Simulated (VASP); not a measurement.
Level of theory: PBE GGA, VASP's PBE PAW potentials (set 64) (plane waves; VASP).

Input for VASP

**KPOINTS**
```
K-points
0
G
 9 9 9
```

**POSCAR**
```
CaO
1
    0.0000000000     2.4050000000     2.4050000000
    2.4050000000     0.0000000000     2.4050000000
    2.4050000000     2.4050000000     0.0000000000
Ca O
1 1
Direct
  0.0000000000   0.0000000000   0.0000000000
  0.5000000000   0.5000000000   0.5000000000
```

### INCAR
```
# general
SYSTEM  =  CaO
PREC    =  Accurate
ENCUT   =  530   # plane-wave cut-off (eV)
LREAL   =  .False.   # projection in real space or not
LASPH   =  .True.   # aspherical one-centre terms

# electronic loop
EDIFF   =  1E-6   # SCF stop (eV)
NELM    =  100   # most electronic steps
ALGO    =  Normal

# smearing
ISMEAR  =  0
SIGMA   =  0.05

# functional
GGA     =  PE   # PBE

# ions
IBRION  =  2   # conjugate gradients
NSW     =  60
ISIF    =  3
EDIFFG  =  -0.01   # ionic stop

# output
LWAVE   =  .False.
LCHARG  =  .False.
```

POTCAR, in this order: Ca_sv O (PBE.64 set). Program: vasp_std.

The resulting files:

File OSZICAR:
```
       N       E                     dE             d eps       ncg     rms          rms(c)
DAV:   1     0.132876294707E+03    0.13288E+03   -0.87994E+03   840   0.138E+03
DAV:   2    -0.742414826084E+01   -0.14030E+03   -0.13329E+03   976   0.342E+02
DAV:   3    -0.142852345019E+02   -0.68611E+01   -0.68133E+01  1084   0.762E+01
DAV:   4    -0.145109364935E+02   -0.22570E+00   -0.22550E+00  1224   0.126E+01
DAV:   5    -0.145136545801E+02   -0.27181E-02   -0.27179E-02  1016   0.145E+00    0.857E+00
DAV:   6    -0.128448816978E+02    0.16688E+01   -0.87259E+00   972   0.276E+01    0.364E+00
DAV:   7    -0.128029588707E+02    0.41923E-01   -0.71684E-01  1144   0.833E+00    0.174E+00
DAV:   8    -0.128037054725E+02   -0.74660E-03   -0.80110E-02   904   0.325E+00    0.430E-01
DAV:   9    -0.128017197411E+02    0.19857E-02   -0.24397E-02  1072   0.129E+00    0.134E-01
DAV:  10    -0.128021688754E+02   -0.44913E-03   -0.21717E-03   904   0.468E-01    0.243E-02
DAV:  11    -0.128022227259E+02   -0.53851E-04   -0.33276E-04  1180   0.151E-01    0.286E-02
DAV:  12    -0.128022096978E+02    0.13028E-04   -0.51622E-05   992   0.795E-02    0.477E-03
DAV:  13    -0.128022095408E+02    0.15694E-06   -0.40711E-06  1048   0.199E-02
   1 F= -.12802210E+02 E0= -.12802210E+02  d E =-.128022E+02
       N       E                     dE             d eps       ncg     rms          rms(c)
DAV:   1    -0.128740914286E+02   -0.71882E-01   -0.18114E+00   900   0.163E+01    0.179E+00
DAV:   2    -0.128168637349E+02    0.57228E-01   -0.22849E-01   940   0.460E+00    0.703E-01
DAV:   3    -0.128057765505E+02    0.11087E-01   -0.26428E-02  1392   0.207E+00    0.281E-01
DAV:   4    -0.128044052571E+02    0.13713E-02   -0.11334E-02  1320   0.980E-01    0.913E-02
DAV:   5    -0.128044648448E+02   -0.59588E-04   -0.10251E-04  1044   0.118E-01    0.838E-02
DAV:   6    -0.128049092158E+02   -0.44437E-03   -0.54902E-04  1344   0.142E-01    0.326E-02
DAV:   7    -0.128049244272E+02   -0.15211E-04   -0.51265E-05  1380   0.699E-02    0.433E-03
DAV:   8    -0.128049253415E+02   -0.91427E-06   -0.27179E-06  1116   0.115E-02
   2 F= -.12804925E+02 E0= -.12804925E+02  d E =-.271580E-02
       N       E                     dE             d eps       ncg     rms          rms(c)
DAV:   1    -0.128103561771E+02   -0.54317E-02   -0.12975E-01   908   0.434E+00    0.483E-01
DAV:   2    -0.128061577935E+02    0.41984E-02   -0.16176E-02   924   0.123E+00    0.186E-01
DAV:   3    -0.128053768320E+02    0.78096E-03   -0.18842E-03  1420   0.559E-01    0.741E-02
DAV:   4    -0.128052879041E+02    0.88928E-04   -0.75947E-04  1340   0.255E-01    0.231E-02
DAV:   5    -0.128052932410E+02   -0.53368E-05   -0.69606E-06  1036   0.309E-02    0.211E-02
DAV:   6    -0.128053361086E+02   -0.42868E-04   -0.40638E-05  1344   0.371E-02    0.858E-03
DAV:   7    -0.128053410521E+02   -0.49435E-05   -0.32739E-06  1232   0.170E-02    0.149E-03
DAV:   8    -0.128053406709E+02    0.38120E-06   -0.12801E-07   448   0.339E-03
   3 F= -.12805341E+02 E0= -.12805341E+02  d E =-.313113E-02
```

File OUTCAR:
```
------------------------ aborting loop because EDIFF is reached ----------------------------------------
  FORCE on cell =-STRESS in cart. coord.  units (eV):
  Direction    XX          YY          ZZ          XY          YZ          ZX
  --------------------------------------------------------------------------------------
  Total       -0.0002411     -0.0002411     -0.0002411      0.0000000      0.0000000      0.0000000
  in kB       -0.0136340     -0.0136340     -0.0136340      0.0000000      0.0000000      0.0000000
  external PRESSURE =      -0.0136340 kB  Pullay stress =       0.0000000 kB
  volume of cell :       28.33
      direct lattice vectors                 reciprocal lattice vectors
     0.000000000  2.419642441  2.419642441    -0.206642102  0.206642102  0.206642102
     2.419642441  0.000000000  2.419642441     0.206642102 -0.206642102  0.206642102
     2.419642441  2.419642441  0.000000000     0.206642102  0.206642102 -0.206642102
  FREE ENERGIE OF THE ION-ELECTRON SYSTEM (eV)
  ---------------------------------------------------
  free  energy   TOTEN  =       -12.8053406709 eV

  energy  without entropy=      -12.8053406709  energy(sigma->0) =      -12.80534067

 reached required accuracy - stopping structural energy minimisation
```
(Selected blocks of OUTCAR.)

**CONTCAR**
```
CaO
   1.00000000000000
     0.0000000000000000    2.4196424409877242    2.4196424409877242
     2.4196424409877242    0.0000000000000000    2.4196424409877242
     2.4196424409877242    2.4196424409877242    0.0000000000000000
  Ca              O
     1     1
Direct
     0.0000000000000000    0.0000000000000000    0.0000000000000000
     0.5000000000000000    0.5000000000000000    0.5000000000000000
```

The compound is CaO in the rock salt structure. This run relaxes it. Symmetry was kept, so distortions that lower it aren't found.
